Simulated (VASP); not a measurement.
All values below come from r2SCAN meta-GGA, VASP's PBE PAW potentials (set 64) (plane waves; VASP).

VASP ran on this input.

File KPOINTS:
```
Automatic mesh
0
Gamma
12 12 12
0 0 0
```

**INCAR**
```
# general
SYSTEM =ZrC
PREC   =Accurate
ENCUT  =600
LREAL  =F
LASPH  =T

# electronic loop
EDIFF  =1E-7
NELM   =100
ALGO   =Normal
LMAXMIX=4
LMIXTAU=T

# smearing
ISMEAR =1
SIGMA  =0.1

# functional
METAGGA=R2SCAN

# ions
ISIF   =2

# output
LWAVE  =F
LCHARG =F
```

### POSCAR
```
ZrC
1
    0.0000000000     2.3566833240     2.3566833240
    2.3566833240     0.0000000000     2.3566833240
    2.3566833240     2.3566833240     0.0000000000
Zr C
1 1
Direct
  0.0000000000   0.0000000000   0.0000000000
  0.5000000000   0.5000000000   0.5000000000
```

POTCAR, in this order: Zr_sv C (PBE.64 set). Program: vasp_std.

**Question.** Predict the energy per atom (σ→0), band gap (on the k-mesh).

**Answer.** 
```yaml
energy per atom (σ→0): -17.362 eV/atom
band gap (on the k-mesh): none (metal, semimetal or under 0.01 eV)
```

File OSZICAR:
```
...
DAV:  15    -0.347235230593E+02   -0.46395E-05   -0.17708E-05  2460   0.372E-02    0.256E-02
DAV:  16    -0.347235242947E+02   -0.12355E-05   -0.18282E-05  1876   0.364E-02    0.251E-02
DAV:  17    -0.347235308571E+02   -0.65624E-05   -0.26574E-05  2308   0.514E-02    0.288E-02
DAV:  18    -0.347235216507E+02    0.92064E-05   -0.32432E-05  1832   0.482E-02    0.318E-02
DAV:  19    -0.347235232542E+02   -0.16035E-05   -0.37698E-06  1832   0.262E-02    0.185E-02
DAV:  20    -0.347235199843E+02    0.32699E-05   -0.13881E-06  2148   0.150E-02    0.879E-03
DAV:  21    -0.347235199092E+02    0.75161E-07   -0.95523E-08   956   0.408E-03
   1 F= -.34723520E+02 E0= -.34723492E+02  d E =-.836213E-04
```

The compound is ZrC in the rock salt structure. It was relaxed first.
